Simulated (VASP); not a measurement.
# PPt (Fm-3m) in VASP: notebook, part 2 of 2

VASP 6.6.1.

## 3. Relaxation of cell and atoms, PBE

This run uses another cell than the first one, of 16.91 Å³/atom, 1.071 times its volume.

INCAR reads:

```
PREC = Accurate
ENCUT = 600
EDIFF = 1E-7
ISMEAR = 1
SIGMA = 0.1791
LREAL = False
LASPH = True
NELM = 100
ALGO = Normal
ISIF = 3
LWAVE = False
LCHARG = False
GGA = PE
IBRION = 2
NSW = 60
EDIFFG = -0.01
```

KPOINTS reads:

```
regular mesh
0
Gamma
  6 6 6
```

POSCAR reads:

```
PPt
1.0
    0.0000000000      2.5668490000      2.5668490000
    2.5668490000      0.0000000000      2.5668490000
    2.5668490000      2.5668490000      0.0000000000
P Pt
1 1
Direct
    0.0000000000      0.0000000000      0.0000000000
    0.5000000000      0.5000000000      0.5000000000
```

Potentials or basis: VASP PAW PBE potentials, release 64 (P, Pt).

The run is started by

```bash
$ cat potpaw_PBE.64/P/POTCAR potpaw_PBE.64/Pt/POTCAR > POTCAR
$ mpirun -np 1 vasp_std > vasp.out
```

OUTCAR:

```text
PREC = Accurate
   ENCUT = 600
   EDIFF = 1E-7
   ISMEAR = 1
   LREAL = False
   LASPH = True
   NELM = 100
   ISIF = 3
   GGA = PE
   IBRION = 2
   NSW = 60
   EDIFFG = -0.01

 ion  position               nearest neighbor table
   1  0.000  0.000  0.000-   2 2.57   2 2.57   2 2.57   2 2.57   2 2.57   2 2.57
   2  0.500  0.500  0.500-   1 2.57   1 2.57   1 2.57   1 2.57   1 2.57   1 2.57

  LATTYP: Found a face centered cubic cell.
 ALAT       =     5.1336980000

  Lattice vectors:

 A1 = (   0.0000000000,   2.5668490000,   2.5668490000)
 A2 = (   2.5668490000,   0.0000000000,   2.5668490000)
 A3 = (   2.5668490000,   2.5668490000,   0.0000000000)

Analysis of symmetry for initial positions (statically):
=====================================================================
 Subroutine PRICEL returns:
 Original cell was already a primitive cell.

 Routine SETGRP: Setting up the symmetry group for a
 face centered cubic supercell.

 Subroutine GETGRP returns: Found 48 space group operations
 (whereof 48 operations were pure point group operations)
 out of a pool of 48 trial point group operations.

The static configuration has the point symmetry O_h .

Analysis of symmetry for dynamics (positions and initial velocities):
=====================================================================
 Subroutine PRICEL returns:
 Original cell was already a primitive cell.

 Routine SETGRP: Setting up the symmetry group for a
 face centered cubic supercell.

 Subroutine GETGRP returns: Found 48 space group operations
 (whereof 48 operations were pure point group operations)
 out of a pool of 48 trial point group operations.

The dynamic configuration has the point symmetry O_h .

 Subroutine INISYM returns: Found 48 space group operations
 (whereof 48 operations are pure point group operations),
 and found     1 'primitive' translations

----------------------------------------------------------------------------------------

                                     Primitive cell

  volume of cell :      33.8245

  direct lattice vectors                    reciprocal lattice vectors
[... 114 lines left out ...]
 maximum number of plane-waves:      1158
 NGX is ok and might be reduce to    30
   NGX = 15   NGY = 15   NGZ = 15

--------------------------------------- Ionic step        1  -------------------------------------------

 number of electron      15.0000000 magnetization

 Free energy of the ion-electron system (eV)
  ---------------------------------------------------
  ext. energy  EPLUGINS =         0.00000000
  ---------------------------------------------------
  free energy    TOTEN  =       -11.72292790 eV

  energy without entropy =      -11.72311878  energy(sigma->0) =      -11.72299153

------------------------ aborting loop because EDIFF is reached ----------------------------------------

  FORCE on cell =-STRESS in cart. coord.  units (eV):
  Direction    XX          YY          ZZ          XY          YZ          ZX
  --------------------------------------------------------------------------------------
  -------------------------------------------------------------------------------------
  Total       -2.1543629     -2.1543629     -2.1543629     -0.0000000     -0.0000000     -0.0000000
  in kB     -102.0465877   -102.0465877   -102.0465877     -0.0000000     -0.0000000     -0.0000000
  external PRESSURE =    -102.0465877 kB  Pullay stress =       0.0000000 kB
[... 23 lines left out ...]
--------------------------------------- Ionic step        2  -------------------------------------------

 number of electron      14.9999999 magnetization

 E-fermi :  11.1871     XC(G=0): -12.4865

 val. band max:       11.1108678109   @ k =   0.0000   0.0000   0.0000
 cond. band min:      11.2017748120   @ k =   0.5000   0.3333   0.0000
 fundamental gap:      0.0909070011
 Fermi energy:        11.1870875322

 k-point     1 :       0.0000    0.0000    0.0000
  band No.  band energies     occupation
      1      -3.5651      2.00000
      2       6.5843      2.00000
      3       6.5843      2.00000
      4       6.5843      2.00000
      5       6.6442      2.00000
      6       6.6442      2.00000
      7      11.1109      1.65305
      8      11.1109      1.65305
      9      11.1109      1.65305
     10      17.1378      0.00000
     11      20.9553      0.00000
[... 279 lines left out ...]
--------------------------------------- Ionic step        4  -------------------------------------------

 number of electron      15.0000000 magnetization

 Free energy of the ion-electron system (eV)
  ---------------------------------------------------
  ext. energy  EPLUGINS =         0.00000000
  ---------------------------------------------------
  free energy    TOTEN  =       -11.80071696 eV

  energy without entropy =      -11.79531474  energy(sigma->0) =      -11.79891622

 E-fermi :   9.6612     XC(G=0): -12.0124

 val. band max:        9.6416319719   @ k =   0.0000   0.0000   0.0000
 cond. band min:       9.7641997023   @ k =   0.1667   0.1667   0.0000
 fundamental gap:      0.1225677304
 Fermi energy:         9.6612256001

 k-point     1 :       0.0000    0.0000    0.0000
  band No.  band energies     occupation
      1      -4.1769      2.00000
      2       5.6700      2.00000
      3       5.6700      2.00000
      4       5.6700      2.00000
      5       5.6849      2.00000
      6       5.6849      2.00000
      7       9.6416      1.18394
      8       9.6416      1.18394
      9       9.6416      1.18394
     10      14.5841      0.00000
     11      19.7150      0.00000
[... 237 lines left out ...]
  FREE ENERGIE OF THE ION-ELECTRON SYSTEM (eV)
  ---------------------------------------------------
  free  energy   TOTEN  =       -11.8007169566 eV

  energy  without entropy=      -11.7953147405  energy(sigma->0) =      -11.79891622

 reached required accuracy - stopping structural energy minimisation
```

OSZICAR:

```text
N       E                     dE             d eps       ncg     rms          rms(c)
DAV:   1     0.669026649201E+02    0.66903E+02   -0.75943E+03   352   0.131E+03
DAV:   2    -0.100601954645E+02   -0.76963E+02   -0.71118E+02   415   0.229E+02
DAV:   3    -0.122318247104E+02   -0.21716E+01   -0.21354E+01   421   0.369E+01
[... 44 lines left out ...]
DAV:   3    -0.118007210088E+02    0.42137E-04   -0.11055E-04   361   0.108E-01    0.244E-02
DAV:   4    -0.118007161738E+02    0.48351E-05   -0.27471E-05   364   0.377E-02    0.774E-03
DAV:   5    -0.118007163695E+02   -0.19569E-06   -0.86132E-07   364   0.726E-03    0.578E-03
DAV:   6    -0.118007169095E+02   -0.54003E-06   -0.13732E-07   223   0.319E-03    0.581E-04
DAV:   7    -0.118007169566E+02   -0.47152E-07   -0.98364E-09   176   0.906E-04
   4 F= -.11800717E+02 E0= -.11798916E+02  d E =-.777891E-01
```

Wall time 53 s (1 thread of Intel Xeon Platinum 8259CL at 2.50GHz (Skylake/Cascade Lake), shared host); peak memory 0.17 GiB.

Results:

| Item | Value |
| --- | --- |
| Free energy | -11.8007 eV |
| Relaxed volume | 15.77 Å³/atom |
| Relaxed cell | a = 3.547 Å, b = 3.547 Å, c = 3.547 Å, α = 60.00°, β = 60.00°, γ = 60.00° |
| Space group after relaxing (to 0.05 Å) | Fm-3m (No. 225) |
| Energy gained by relaxing | 38.9 meV/atom |
| Ionic steps | 4 |
| Pressure after relaxing | 0.0 GPa |
| Band gap on the k mesh | none (metal or under the smearing width) |

The path:
```
step  energy change (eV)  largest force (eV/Å)  pressure (GPa)  volume (Å³)
   1              0.0000                0.0000          -10.20        33.82
   2              0.0749                0.0000           19.62        28.82
   3             -0.0778                0.0000           -0.25        31.59
   4             -0.0778                0.0000           -0.01        31.55
```

Final structure:
```cif
data_structure
_symmetry_space_group_name_H-M 'P 1'
_symmetry_Int_Tables_number 1
_cell_length_a 3.5468
_cell_length_b 3.5468
_cell_length_c 3.5468
_cell_angle_alpha 60.000
_cell_angle_beta 60.000
_cell_angle_gamma 60.000
_cell_volume 31.55
loop_
_atom_site_label
_atom_site_type_symbol
_atom_site_fract_x
_atom_site_fract_y
_atom_site_fract_z
_atom_site_occupancy
P1 P 0.00000 0.00000 0.00000 1
Pt1 Pt 0.50000 0.50000 0.50000 1
```

Spin-orbit coupling is left out, which matters for the levels of Pt.

## 4. Single point, PBE

INCAR reads:

```
PREC = Accurate
ENCUT = 520
EDIFF = 1E-6
ISMEAR = 1
SIGMA = 0.1791
LREAL = F
LASPH = T
NELM = 100
ALGO = Normal
ISIF = 2
LWAVE = F
LCHARG = F
GGA = PE
NBANDS = 14
```

KPOINTS reads:

```
Automatic mesh
0
Gamma
  6 6 6
```

POSCAR reads:

```
PPt
1.0
    0.0000000000      2.5084969196      2.5084969196
    2.5084969196      0.0000000000      2.5084969196
    2.5084969196      2.5084969196      0.0000000000
P Pt
1 1
Direct
    0.0000000000      0.0000000000      0.0000000000
    0.5000000000      0.5000000000      0.5000000000
```

The run is started by

```bash
$ cat potpaw_PBE.64/P/POTCAR potpaw_PBE.64/Pt/POTCAR > POTCAR
$ mpirun -np 1 vasp_std > vasp.out
```

Wall time 19 s (1 thread of Intel Xeon Platinum 8259CL at 2.50GHz (Skylake/Cascade Lake), shared host); peak memory 0.16 GiB.

It converged, with:

```
Free energy            : -11.8004 eV
Pressure               : -0.2 GPa
Band gap on the k mesh : none (metal or under the smearing width)
```

Levels at points of the mesh, in eV from the Fermi level:
| k point | band 4 | band 5 | band 6 | band 7 | band 8 | band 9 | band 10 | band 11 |
| --- | --- | --- | --- | --- | --- | --- | --- | --- |
| (0.00, 0.00, 0.00) | -3.99 | -3.97 | -3.97 | -0.02 | -0.02 | -0.02 | 4.92 | 10.06 |
| (0.50, 0.00, 0.00) | -5.83 | -2.62 | -2.62 | -1.82 | 3.84 | 4.61 | 4.61 | 6.00 |
| (0.50, 0.50, 0.00) | -3.34 | -2.27 | -2.27 | -2.21 | -2.21 | -1.30 | 1.56 | 8.85 |

Caveat: the k mesh is coarse (spacing up to 0.36 Å⁻¹), so the values aren't converged. Spin-orbit coupling is left out, which matters for the levels of Pt.

## 5. Relaxation of cell and atoms, PBE

This run uses another cell than the first one, of 16.91 Å³/atom, 1.071 times its volume.

INCAR reads:

```
SYSTEM = PPt
  PREC = Accurate
  ENCUT = 600
  EDIFF = 1E-6
  ISMEAR = 1
  SIGMA = 0.1791
  LREAL = .FALSE.
  LASPH = .TRUE.
  NELM = 100
  ALGO = Normal
  ISIF = 3
  LWAVE = .FALSE.
  LCHARG = .FALSE.
  GGA = PE
  IBRION = 2
  NSW = 60
  EDIFFG = -0.01
```

KPOINTS reads:

```
regular mesh
0
G
  6 6 6
  0 0 0
```

POSCAR reads:

```
PPt
1.0
    0.0000000000      2.5668490000      2.5668490000
    2.5668490000      0.0000000000      2.5668490000
    2.5668490000      2.5668490000      0.0000000000
P Pt
1 1
Direct
    0.0000000000      0.0000000000      0.0000000000
    0.5000000000      0.5000000000      0.5000000000
```

Potentials or basis: VASP PAW PBE potentials, release 64 (P, Pt).

The run is started by

```bash
$ cat potpaw_PBE.64/P/POTCAR potpaw_PBE.64/Pt/POTCAR > POTCAR
$ mpirun -np 1 vasp_std > vasp.out
```

OUTCAR:

```text
SYSTEM = PPt
   PREC = Accurate
   ENCUT = 600
   EDIFF = 1E-6
   ISMEAR = 1
   LREAL = .FALSE.
   LASPH = .TRUE.
   NELM = 100
   ISIF = 3
   GGA = PE
   IBRION = 2
   NSW = 60
   EDIFFG = -0.01

 ion  position               nearest neighbor table
   1  0.000  0.000  0.000-   2 2.57   2 2.57   2 2.57   2 2.57   2 2.57   2 2.57
   2  0.500  0.500  0.500-   1 2.57   1 2.57   1 2.57   1 2.57   1 2.57   1 2.57

  LATTYP: Found a face centered cubic cell.
 ALAT       =     5.1336980000

  Lattice vectors:

 A1 = (   0.0000000000,   2.5668490000,   2.5668490000)
 A2 = (   2.5668490000,   0.0000000000,   2.5668490000)
 A3 = (   2.5668490000,   2.5668490000,   0.0000000000)

Analysis of symmetry for initial positions (statically):
=====================================================================
 Subroutine PRICEL returns:
 Original cell was already a primitive cell.

 Routine SETGRP: Setting up the symmetry group for a
 face centered cubic supercell.

 Subroutine GETGRP returns: Found 48 space group operations
 (whereof 48 operations were pure point group operations)
 out of a pool of 48 trial point group operations.

The static configuration has the point symmetry O_h .

Analysis of symmetry for dynamics (positions and initial velocities):
=====================================================================
[... 160 lines left out ...]
  Total       -2.1547108     -2.1547108     -2.1547108      0.0000000     -0.0000000     -0.0000000
  in kB     -102.0630649   -102.0630649   -102.0630649      0.0000000     -0.0000000     -0.0000000
  external PRESSURE =    -102.0630649 kB  Pullay stress =       0.0000000 kB
[... 23 lines left out ...]
--------------------------------------- Ionic step        2  -------------------------------------------

 number of electron      14.9999999 magnetization

 E-fermi :  11.1873     XC(G=0): -12.4867

 val. band max:       11.1106596213   @ k =   0.0000   0.0000   0.0000
 cond. band min:      11.2020990705   @ k =   0.5000   0.3333   0.0000
 fundamental gap:      0.0914394493
 Fermi energy:        11.1872896294

 k-point     1 :       0.0000    0.0000    0.0000
  band No.  band energies     occupation
      1      -3.5652      2.00000
      2       6.5845      2.00000
      3       6.5845      2.00000
      4       6.5846      2.00000
      5       6.6445      2.00000
      6       6.6445      2.00000
      7      11.1107      1.65589
      8      11.1107      1.65589
      9      11.1107      1.65589
     10      17.1381      0.00000
     11      20.9560      0.00000
[... 279 lines left out ...]
--------------------------------------- Ionic step        4  -------------------------------------------

 number of electron      15.0000000 magnetization

 Free energy of the ion-electron system (eV)
  ---------------------------------------------------
  ext. energy  EPLUGINS =         0.00000000
  ---------------------------------------------------
  free energy    TOTEN  =       -11.80071647 eV

  energy without entropy =      -11.79531216  energy(sigma->0) =      -11.79891503

 E-fermi :   9.6617     XC(G=0): -12.0126

 val. band max:        9.6420958356   @ k =   0.0000   0.0000   0.0000
 cond. band min:       9.7646744076   @ k =   0.1667   0.1667   0.0000
 fundamental gap:      0.1225785720
 Fermi energy:         9.6616792761

 k-point     1 :       0.0000    0.0000    0.0000
  band No.  band energies     occupation
      1      -4.1767      2.00000
      2       5.6703      2.00000
      3       5.6703      2.00000
      4       5.6703      2.00000
      5       5.6852      2.00000
      6       5.6852      2.00000
      7       9.6421      1.18385
      8       9.6421      1.18385
      9       9.6421      1.18385
     10      14.5849      0.00000
     11      19.7156      0.00000
[... 237 lines left out ...]
  FREE ENERGIE OF THE ION-ELECTRON SYSTEM (eV)
  ---------------------------------------------------
  free  energy   TOTEN  =       -11.8007164677 eV

  energy  without entropy=      -11.7953121585  energy(sigma->0) =      -11.79891503

 reached required accuracy - stopping structural energy minimisation
```

Wall time 38 s (1 thread of Intel Xeon Platinum 8259CL at 2.50GHz (Skylake/Cascade Lake), shared host); peak memory 0.17 GiB.

Results:

```
Free energy                            : -11.8007 eV
Relaxed volume                         : 15.77 Å³/atom
Relaxed cell                           : a = 3.547 Å, b = 3.547 Å, c = 3.547 Å, α = 60.00°, β = 60.00°, γ = 60.00°
Space group after relaxing (to 0.05 Å) : Fm-3m (No. 225)
Energy gained by relaxing              : 38.9 meV/atom
Ionic steps                            : 4
Pressure after relaxing                : 0.0 GPa
Band gap on the k mesh                 : none (metal or under the smearing width)
```

The path:
```csv
step,energy change (eV),largest force (eV/Å),pressure (GPa),volume (Å³)
1,0.0000,0.0000,-10.21,33.82
2,0.0750,0.0000,19.65,28.82
3,-0.0778,0.0000,-0.25,31.59
4,-0.0778,0.0000,0.00,31.55
```

Final structure:
```
P Pt
1.0
     0.00000    2.50794    2.50794
     2.50794    0.00000    2.50794
     2.50794    2.50794    0.00000
P Pt
1 1
Direct
  0.00000 0.00000 0.00000
  0.50000 0.50000 0.50000
```

The run has no spin-orbit coupling, so splittings on Pt are missing.
